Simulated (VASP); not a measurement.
SnTe: relaxation of the atoms with PBE

The system is SnTe, a slab with vacuum.

```
Sn Te
1.0
     4.53281    0.00000    0.00000
     0.00000    4.53281    0.00000
     0.00000    0.00000   18.20518
Sn Te
2 2
Direct
  0.50000 0.50000 0.41197
  0.00000 0.00000 0.58803
  0.00000 0.00000 0.41197
  0.50000 0.50000 0.58803
```

```json
{"Program": "VASP 6.6.1", "Task": "relaxation of the atoms", "Functional": "PBE", "Potentials or basis": "VASP PAW PBE potentials, release 64 (Sn_d, Te)", "Cutoff": "520 eV", "k mesh": "6 × 6 × 1", "Occupations": "gaussian, width 0.03 eV", "Spin": "no spin polarisation", "Dipole correction": "yes", "Further INCAR settings": "ALGO = Normal; EDIFF = 1e-06; IBRION = 2; EDIFFG = -0.02; NSW = 80"}
```

| Item | Value |
| --- | --- |
| Energy gained by relaxing | 62.5 meV/atom |
| Ionic steps | 9 |
| Largest force after relaxing | 0.015 eV/Å |
| Band gap on the k mesh | 1.20 eV, indirect (least direct gap 1.38 eV) |

Forces in eV/Å, atoms in the order of the input:
```
Sn   0.000  0.000  0.000
Sn   0.000  0.000  0.000
Te   0.000  0.000 -0.015
Te   0.000  0.000  0.015
```

Step by step:
| step | energy change (eV) | largest force (eV/Å) | pressure (GPa) |
| --- | --- | --- | --- |
| 1 | 0.0000 | 0.7582 | -0.61 |
| 2 | -0.0720 | 0.6882 | -0.48 |
| 3 | -0.2157 | 0.2655 | 0.05 |
| 4 | -0.2206 | 0.2620 | 0.37 |
| 5 | -0.2244 | 0.1248 | 0.23 |
| 6 | -0.2244 | 0.1467 | 0.25 |
| 7 | -0.2286 | 0.1360 | 0.24 |
| 8 | -0.2394 | 0.1008 | 0.21 |
| 9 | -0.2498 | 0.0148 | 0.14 |

Final structure:
```
CELL_PARAMETERS angstrom
4.53281 0.00000 0.00000
0.00000 4.53281 0.00000
0.00000 0.00000 18.20518
ATOMIC_POSITIONS crystal
Sn 0.50000 0.50000 0.42681
Sn 0.00000 0.00000 0.57319
Te 0.00000 0.00000 0.41208
Te 0.50000 0.50000 0.58792
```

Levels at points of the mesh, in eV from the valence-band top:
```tsv
k point	band 17	band 18	band 19	band 20	band 21	band 22	band 23	band 24
(0.00, 0.00, 0.00)	-2.79	-1.68	-1.68	-0.90	1.60	3.14	3.73	3.91
(0.50, 0.00, 0.00)	-1.24	-1.24	-0.16	-0.16	1.27	1.27	1.32	1.32
(0.50, 0.50, 0.00)	-3.23	-3.23	-1.73	-1.73	2.89	2.89	3.55	3.55
```

Run time: 9.7 min on 1 thread of Intel(R) Xeon(R) Platinum 8259CL CPU @ 2.50GHz (Skylake/Cascade Lake), on a shared host, peak memory 0.5 GiB.

Caveat: spin-orbit coupling is left out, which moves the levels of the heavy elements.
